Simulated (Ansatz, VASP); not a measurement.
One calculation of MoI, two programs

File INCAR:

```
SYSTEM = MoI
PREC     = Accurate       ! precision mode
ENCUT    = 520            ! plane-wave cutoff, eV
EDIFF    = 1E-6           ! SCF threshold, eV
ISMEAR   = -1             ! smearing method
SIGMA    = 0.05           ! smearing width, eV
LREAL    = .False.        ! projectors in reciprocal space
LASPH    = .True.         ! aspherical terms in the spheres
NELM     = 60             ! most SCF steps
ALGO     = Normal         ! electronic algorithm
ISIF     = 2              ! what is computed and relaxed
LWAVE    = .False.        ! write WAVECAR
LCHARG   = .False.        ! write CHGCAR
GGA      = PE             ! functional
NBANDS   = 18             ! bands
```

The input KPOINTS:

```
Automatic mesh
0
Gamma
  7 7 7
  0 0 0
```

POSCAR

```
MoI
1.0
    0.0000000000      3.1788513800      3.1788513800
    3.1788513800      0.0000000000      3.1788513800
    3.1788513800      3.1788513800      0.0000000000
Mo I
1 1
Direct
    0.0015460000     -0.0019290000      0.0067510000
    0.7522960000      0.7545080000      0.7371820000
```

The input input.yaml:

```yaml
crystal:
  lattice:
    - [0.0, 3.17885138, 3.17885138]
    - [3.17885138, 0.0, 3.17885138]
    - [3.17885138, 3.17885138, 0.0]
  atoms:
    - { symbol: Mo, position: [0.001546, -0.001929, 0.006751] }
    - { symbol: I, position: [0.752296, 0.754508, 0.737182] }
kpoints:
  mp_grid: { grid: [7, 7, 7] }
scf:
  occupations: { method: fermi_dirac, width: 0.05 }
hamiltonian:
  xc: pbe
  pseudopotentials: { kind: all_electron, lapw: { basis_error: 0.001 } }
output:
  forces: true
  stress: true
  eigenvalues: true
  populations: true
```

Change from the starting cell: atoms moved at random, drawn with an rms of 0.05 Å.

Alike in both runs: task single point; functional PBE; k mesh 7 × 7 × 7; occupations fermi-dirac, width 0.05 eV; no spin polarisation.

|  | VASP | Ansatz |
| --- | --- | --- |
| version | VASP 6.6.1 | Ansatz 0.2.0 |
| potentials or method | VASP PAW PBE potentials, release 64 (Mo_sv, I) | all-electron LAPW, scalar-relativistic |
| plane-wave cutoff (eV) | 520 | see its input |

```csv
,VASP,Ansatz,Ansatz less VASP
gap on the k mesh at the Fermi level (eV),none,none,-
pressure (GPa),-7.3,-7.2,+0.05
largest component of the traceless stress (GPa),1.12,1.13,+0.014
rms of the force components (eV/Å),0.271,0.273,+0.0021
```

Atom by atom the forces differ by 0.002 eV/Å (rms over components). A gap of «none» marks a metal or a gap that the smearing closes. Ansatz ran all-electron here, so the differences hold the error of VASP's frozen core and of both bases.

Caveats: an odd number of electrons without spin polarisation forces a metal; a magnetic or distorted state may lie lower. The runs have no spin-orbit coupling, so splittings on I are missing.
